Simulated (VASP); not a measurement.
All values below come from optB86b-vdW, VASP's PBE PAW potentials (set 64) (plane waves; VASP).

The input files of a VASP run:

**INCAR**
```
LASPH  =  .True.   # aspherical one-centre terms
ISMEAR  =  0   # Gaussian
PREC  =  Accurate
SIGMA  =  0.05   # width (eV)
LWAVE  =  .False.
AGGAC  =  0.0
PARAM1  =  0.1234
ENCUT  =  520   # plane-wave cut-off (eV)
LCHARG  =  .False.
NELM  =  100   # most electronic steps
PARAM2  =  1.0
ISIF  =  2   # forces and stress, cell fixed
EDIFF  =  1E-7
GGA  =  MK
LUSE_VDW  =  .True.
SYSTEM  =  KCl
LREAL  =  .False.   # projection in real space or not
ALGO  =  Normal   # blocked Davidson
```

File KPOINTS:
```
kpoints
0
gamma
7 7 7
```

**POSCAR**
```
KCl
6.191270
  0.0000000000   0.5000000087   0.5000000087
  0.5000000087   0.0000000000   0.5000000087
  0.5000000087   0.5000000087   0.0000000000
K Cl
1 1
Direct
  0.0000000000   0.0000000000   0.0000000000
  0.5000000000   0.5000000000   0.5000000000
```

POTCAR, in this order: K_sv Cl (PBE.64 set). Program: vasp_std.

Output of the run:

File OSZICAR:
```
       N       E                     dE             d eps       ncg     rms          rms(c)
DAV:   1     0.110790435416E+03    0.11079E+03   -0.74450E+03   480   0.120E+03
DAV:   2     0.376595205976E+01   -0.10702E+03   -0.98917E+02   608   0.283E+02
DAV:   3    -0.305207012256E+01   -0.68180E+01   -0.67762E+01   632   0.650E+01
DAV:   4    -0.331901270222E+01   -0.26694E+00   -0.26671E+00   868   0.116E+01
DAV:   5    -0.332013011515E+01   -0.11174E-02   -0.11174E-02   636   0.789E-01    0.372E+00
DAV:   6    -0.305303021232E+01    0.26710E+00   -0.50880E-01   576   0.408E+00    0.302E+00
DAV:   7    -0.303869493964E+01    0.14335E-01   -0.12671E-01   616   0.222E+00    0.170E+00
DAV:   8    -0.304825972949E+01   -0.95648E-02   -0.19590E-02   632   0.126E+00    0.203E-01
DAV:   9    -0.304865059216E+01   -0.39086E-03   -0.97566E-04   636   0.212E-01    0.100E-01
DAV:  10    -0.304916726748E+01   -0.51668E-03   -0.48508E-04   548   0.196E-01    0.115E-02
DAV:  11    -0.304917382257E+01   -0.65551E-05   -0.12143E-05   716   0.292E-02    0.520E-03
DAV:  12    -0.304917639458E+01   -0.25720E-05   -0.36900E-06   576   0.162E-02    0.263E-03
DAV:  13    -0.304917645479E+01   -0.60218E-07   -0.42581E-07   640   0.535E-03
   1 F= -.30491765E+01 E0= -.30491765E+01  d E =-.234063E-16
```

File OUTCAR:
```
------------------------ aborting loop because EDIFF is reached ----------------------------------------
  FORCE on cell =-STRESS in cart. coord.  units (eV):
  Direction    XX          YY          ZZ          XY          YZ          ZX
  --------------------------------------------------------------------------------------
  Total        0.2414193      0.2414193      0.2414193     -0.0000000      0.0000000     -0.0000000
  in kB        6.5193349      6.5193349      6.5193349     -0.0000000      0.0000000     -0.0000000
  external PRESSURE =       6.5193349 kB  Pullay stress =       0.0000000 kB
  volume of cell :       59.33
      direct lattice vectors                 reciprocal lattice vectors
     0.000000000  3.095635054  3.095635054    -0.161517747  0.161517747  0.161517747
     3.095635054  0.000000000  3.095635054     0.161517747 -0.161517747  0.161517747
     3.095635054  3.095635054  0.000000000     0.161517747  0.161517747 -0.161517747
  FREE ENERGIE OF THE ION-ELECTRON SYSTEM (eV)
  ---------------------------------------------------
  free  energy   TOTEN  =        -3.0491764548 eV

  energy  without entropy=       -3.0491764548  energy(sigma->0) =       -3.04917645
```
(Selected blocks of OUTCAR.)

**OUTCAR**
```
 val. band max:       -1.7222220370   @ k =   0.0000   0.0000   0.0000

 cond. band min:       3.5658649881   @ k =   0.0000   0.0000   0.0000


 Fermi energy:        -1.4484232687

 k-point     1 :       0.0000    0.0000    0.0000
  band No.  band energies     occupation
      1     -28.7163      2.00000
      2     -13.8661      2.00000
      3     -12.2368      2.00000
      4     -12.2368      2.00000
      5     -12.2368      2.00000
      6      -1.7222      2.00000
      7      -1.7222      2.00000
      8      -1.7222      2.00000
      9       3.5659      0.00000
     10       6.6151      0.00000
     11       6.6151      0.00000
     12       6.6151      0.00000

 k-point     2 :       0.1429    0.0000    0.0000
  band No.  band energies     occupation
      1     -28.7136      2.00000
      2     -13.9102      2.00000
      3     -12.2388      2.00000
      4     -12.2388      2.00000
      5     -12.1809      2.00000
      6      -1.9883      2.00000
      7      -1.7962      2.00000
      8      -1.7962      2.00000
      9       4.0709      0.00000
     10       6.4788      0.00000
     11       6.8839      0.00000
     12       6.8839      0.00000

 k-point     3 :       0.2857    0.0000    0.0000
  band No.  band energies     occupation
      1     -28.7077      2.00000
      2     -14.0007      2.00000
      3     -12.2433      2.00000
      4     -12.2433      2.00000
      5     -12.0635      2.00000
      6      -2.4907      2.00000
      7      -1.9544      2.00000
      8      -1.9544      2.00000
      9       5.1405      0.00000
     10       6.4844      0.00000
     11       7.6361      0.00000
     12       7.6361      0.00000

 k-point     4 :       0.4286    0.0000    0.0000
  band No.  band energies     occupation
      1     -28.7029      2.00000
      2     -14.0663      2.00000
      3     -12.2469      2.00000
      4     -12.2469      2.00000
      5     -11.9756      2.00000
      6      -2.8328      2.00000
...
```

The compound is KCl in the rock salt structure. This cell is one point of a volume scan, at 0.97 of the reference volume.
